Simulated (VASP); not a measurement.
OSZICAR of a VASP run on HfO2 (fluorite):

### OSZICAR
```
       N       E                     dE             d eps       ncg     rms          rms(c)
DAV:   1     0.985863278432E+02    0.98586E+02   -0.12962E+04  1920   0.144E+03
DAV:   2    -0.322864187225E+02   -0.13087E+03   -0.12789E+03  2432   0.316E+02
DAV:   3    -0.359991352419E+02   -0.37127E+01   -0.37098E+01  2459   0.533E+01
DAV:   4    -0.360195304543E+02   -0.20395E-01   -0.20392E-01  2438   0.431E+00
DAV:   5    -0.360197109714E+02   -0.18052E-03   -0.18051E-03  2445   0.363E-01    0.457E+01
DAV:   6    -0.303198878168E+02    0.56998E+01   -0.30839E+01  2200   0.386E+01    0.415E+01
DAV:   7    -0.302130116254E+02    0.10688E+00   -0.83532E-01  2354   0.842E+00    0.285E+01
DAV:   8    -0.301856516725E+02    0.27360E-01   -0.27257E-01  2445   0.540E+00    0.629E+00
DAV:   9    -0.301723600439E+02    0.13292E-01   -0.49870E-02  2396   0.205E+00    0.169E+00
DAV:  10    -0.301724663270E+02   -0.10628E-03   -0.47077E-03  2774   0.537E-01    0.296E-01
DAV:  11    -0.301724387600E+02    0.27567E-04   -0.30743E-04  2179   0.143E-01    0.218E-01
DAV:  12    -0.301724526266E+02   -0.13867E-04   -0.51421E-05  2550   0.542E-02    0.465E-02
DAV:  13    -0.301724535979E+02   -0.97131E-06   -0.21494E-06  2231   0.115E-02
   1 F= -.30172454E+02 E0= -.30172454E+02  d E =-.263162E-18
```

Which electronic solver shows in the log?

It is blocked Davidson (ALGO = Normal, or the opening steps of other solvers). The INCAR had ALGO = Normal.

Can the final energy be trusted as converged?

Self-consistency was reached. It stopped with EDIFF = 1E-6, NELM = 100 (PBE GGA, plane waves, VASP's PBE PAW potentials (set 64)).

The compound is HfO2 in the fluorite structure, the high-temperature cubic form, which is unstable at 0 K; the monoclinic form is the stable one. The cell was not relaxed at this level, atoms are displaced from their ideal sites. The k-mesh is coarse (spacing up to 0.53 per Å, 2π included), so the numbers may not be converged in it. The run is one of a series of settings (KPOINTS 4×4×4 Monkhorst-Pack mesh against the base run), some of them coarse on purpose.
